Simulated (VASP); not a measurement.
OSZICAR of a VASP run on GaAs (zinc blende):

File OSZICAR:
```
       N       E                     dE             d eps       ncg     rms          rms(c)
DAV:   1     0.708488087188E+02    0.70849E+02   -0.82284E+03   528   0.163E+03
DAV:   2    -0.467722465115E+01   -0.75526E+02   -0.72345E+02   560   0.281E+02
DAV:   3    -0.977669659238E+01   -0.50995E+01   -0.50730E+01   685   0.687E+01
DAV:   4    -0.985285452412E+01   -0.76158E-01   -0.76139E-01   580   0.935E+00
DAV:   5    -0.985430956770E+01   -0.14550E-02   -0.14549E-02   660   0.107E+00    0.300E+00
DAV:   6    -0.966988615111E+01    0.18442E+00   -0.26964E-01   789   0.995E+00    0.176E+00
DAV:   7    -0.962853821411E+01    0.41348E-01   -0.73880E-02   669   0.219E+00    0.522E-01
DAV:   8    -0.962532645327E+01    0.32118E-02   -0.95409E-03   595   0.128E+00    0.995E-02
DAV:   9    -0.962530186543E+01    0.24588E-04   -0.77711E-04   648   0.359E-01    0.448E-02
DAV:  10    -0.962530605693E+01   -0.41915E-05   -0.40127E-05   758   0.783E-02    0.238E-02
DAV:  11    -0.962531109228E+01   -0.50353E-05   -0.66714E-06   595   0.425E-02    0.178E-03
DAV:  12    -0.962531097921E+01    0.11307E-06   -0.41142E-07   325   0.967E-03
   1 F= -.96253110E+01 E0= -.96253110E+01  d E =-.962531E+01
       N       E                     dE             d eps       ncg     rms          rms(c)
DAV:   1    -0.982625603904E+01   -0.20094E+00   -0.25257E+00   670   0.313E+01    0.257E+00
DAV:   2    -0.967082627019E+01    0.15543E+00   -0.31325E-01   640   0.154E+01    0.113E+00
DAV:   3    -0.963419385502E+01    0.36632E-01   -0.37369E-02   685   0.388E+00    0.289E-01
DAV:   4    -0.963023806841E+01    0.39558E-02   -0.37079E-03   594   0.814E-01    0.896E-02
DAV:   5    -0.962969359600E+01    0.54447E-03   -0.30140E-04   639   0.253E-01    0.203E-02
DAV:   6    -0.962968452536E+01    0.90706E-05   -0.15518E-05   792   0.435E-02    0.115E-02
DAV:   7    -0.962968450423E+01    0.21130E-07   -0.17543E-06   323   0.228E-02
   2 F= -.96296845E+01 E0= -.96296845E+01  d E =-.437353E-02
       N       E                     dE             d eps       ncg     rms          rms(c)
DAV:   1    -0.965135286273E+01   -0.21668E-01   -0.27324E-01   675   0.109E+01    0.814E-01
DAV:   2    -0.963549248078E+01    0.15860E-01   -0.28645E-02   635   0.395E+00    0.371E-01
DAV:   3    -0.963146806781E+01    0.40244E-02   -0.49803E-03   685   0.146E+00    0.808E-02
DAV:   4    -0.963109340397E+01    0.37466E-03   -0.42910E-04   656   0.330E-01    0.282E-02
DAV:   5    -0.963103830617E+01    0.55098E-04   -0.28580E-05   626   0.788E-02    0.758E-03
DAV:   6    -0.963103647286E+01    0.18333E-05   -0.30725E-06   437   0.298E-02    0.401E-03
DAV:   7    -0.963103642058E+01    0.52279E-07   -0.38209E-07   260   0.126E-02
   3 F= -.96310364E+01 E0= -.96310364E+01  d E =-.572544E-02
```

Problem. Which electronic solver shows in the log?

Solution. It is blocked Davidson (ALGO = Normal, or the opening steps of other solvers). The INCAR had ALGO = Normal.

Problem. Can the final energy be trusted as converged?

Solution. The run converged. It stopped with EDIFF = 1E-6, NELM = 100, NSW = 60 and EDIFFG = -0.01 after 3 ionic steps (LDA (Ceperley-Alder, Perdew-Zunger), plane waves, VASP's LDA PAW potentials (set 64)). Energy and stress use the plane-wave basis of the starting cell.

The compound is GaAs in the zinc blende structure. This run relaxes it. Symmetry was kept, so distortions that lower it aren't found.
